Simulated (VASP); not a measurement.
Given:

```yaml
crystal:
  lattice:
    - [3.97536, 0.00045, -0.00062]
    - [1.98646, 3.44404, -0.00113]
    - [0.01491, 0.02599, 9.85154]
  atoms:
    - { symbol: In, position: [0.33319, 0.33433, 0.81028] }
    - { symbol: In, position: [0.66681, 0.66567, 0.18972] }
    - { symbol: Se, position: [0.00000, 0.00000, 0.00000] }
    - { symbol: Se, position: [0.33346, 0.33128, 0.32401] }
    - { symbol: Se, position: [0.66654, 0.66872, 0.67599] }
```

Computed with r2SCAN meta-GGA, VASP's PBE PAW potentials (set 64) (plane waves; VASP). Settings: 400 eV cut-off, 7×7×3 Γ-centred mesh, tetrahedra with Blöchl corrections, potentials In_d Se.

The cores are frozen, which limits the accuracy of field gradients.

Q: Give the principal components of the electric field gradient (V/Å²) and the asymmetry η at each nucleus.

A: 
```json
[
 {"atom": "In1", "Vxx": "-37.8", "Vyy": "-37.7", "Vzz": "75.5", "η": "0.00"},
 {"atom": "In2", "Vxx": "-37.8", "Vyy": "-37.7", "Vzz": "75.5", "η": "0.00"},
 {"atom": "Se3", "Vxx": "18.9", "Vyy": "18.2", "Vzz": "-37.1", "η": "0.02"},
 {"atom": "Se4", "Vxx": "31.6", "Vyy": "31.3", "Vzz": "-62.9", "η": "0.00"},
 {"atom": "Se5", "Vxx": "31.6", "Vyy": "31.3", "Vzz": "-62.9", "η": "0.00"}
]
```

The structure comes from a computed database's In2Se3 entry; how it stands against other phases isn't given here. It was relaxed first.
